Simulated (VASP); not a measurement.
An input for Quantum ESPRESSO's pw.x (written as the equivalent of a VASP run, and not itself run):

```
&CONTROL
  calculation = 'vc-relax'
  pseudo_dir = './pseudo'
  outdir = './out'
  tprnfor = .true.
  tstress = .true.
  nstep = 60
  forc_conv_thr = 0.00078
/
&SYSTEM
  ibrav = 0
  nat = 6
  ntyp = 2
  ecutwfc = 86
  occupations = 'smearing'
  smearing = 'gaussian'
  degauss = 0.003675
  input_dft = 'pbe'
/
&ELECTRONS
  conv_thr = 7.3e-08
  electron_maxstep = 100
/
&IONS
/
&CELL
/
ATOMIC_SPECIES
  Mo 95.950 Mo.upf
  Se 78.971 Se.upf
CELL_PARAMETERS angstrom
     1.6589262   -2.8733449   -0.0000000
     1.6589262    2.8733449    0.0000000
    -0.0000000   -0.0000000   13.7787692
ATOMIC_POSITIONS crystal
  Mo   0.3333330  0.6666670  0.2500000
  Mo   0.6666670  0.3333330  0.7500000
  Se   0.3333330  0.6666670  0.8712911
  Se   0.6666670  0.3333330  0.3712911
  Se   0.6666670  0.3333330  0.1287089
  Se   0.3333330  0.6666670  0.6287089
K_POINTS automatic
  7 7 2 0 0 0
```

Question: Write the VASP files for the same calculation (PBE).

Answer: One answer among several that fit: 
File POSCAR:
```
MoSe2
1.0
  1.6589261988  -2.8733448943   0.0000000000
  1.6589261988   2.8733448943   0.0000000000
  0.0000000000   0.0000000000  13.7787691847
Mo Se
2 4
Cartesian
  1.6589261988   0.9577835470   3.4446922962
  1.6589261988  -0.9577835470  10.3340768885
  1.6589261988   0.9577835470  12.0053194184
  1.6589261988  -0.9577835470   5.1159348261
  1.6589261988  -0.9577835470   1.7734497663
  1.6589261988   0.9577835470   8.6628343586
```

KPOINTS:
```
Automatic mesh
0
Gamma
 7 7 2
```

**INCAR**
```
ALGO = Normal
EDIFF = 1E-6
EDIFFG = -0.02
ENCUT = 400
GGA = PE
IBRION = 2
ISIF = 3
ISMEAR = 0
LASPH = .True.
LCHARG = .False.
LMAXMIX = 4
LREAL = .False.
LWAVE = .False.
NELM = 100
NSW = 60
PREC = Accurate
SIGMA = 0.05
SYSTEM = MoSe2
```

POTCAR, in this order: Mo_sv Se (PBE.64 set). Program: vasp_std.

Limits of the translation: the potentials are each code's own (VASP's PAW set, PseudoDojo norm-conserving files in pw.x), so ENCUT and ecutwfc are chosen apart and not converted; conv_thr bounds pw.x's estimated SCF error, while EDIFF bounds the energy change between steps; forc_conv_thr acts on force components and is met together with etot_conv_thr.

The compound is MoSe2 in the 2H layered structure. This run relaxes it. Symmetry was kept, so distortions that lower it aren't found. The start is the result of an earlier pass.
